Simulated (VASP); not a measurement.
```xyz
2
Lattice="0.0000 2.9320 2.9320 2.9320 0.0000 2.9320 2.9320 2.9320 0.0000" Properties=species:S:1:pos:R:3 pbc="T T T"
Te     0.0000     0.0000     0.0000
Ti     2.9320     2.9320     2.9320
```

Computed with r2SCAN meta-GGA, VASP's PBE PAW potentials (set 64) (plane waves; VASP). Run with 480 eV cut-off, 10×10×10 Γ-centred mesh, first-order Methfessel-Paxton smearing of 0.10 eV, potentials Te Ti_sv.

Problem. Give the stress tensor in GPa (positive for a compressed cell).

Solution. 
```
-7.40   0.00   0.00
 0.00  -7.40   0.00
 0.00   0.00  -7.40
```
The pressure is its mean diagonal, -7.40 GPa.

The structure was generated: TiTe was put into the rocksalt type (Fm-3m), which need not be its known phase. This cell was strained or had an atom moved on purpose. VASP warned that the highest band is occupied, so more bands are needed.
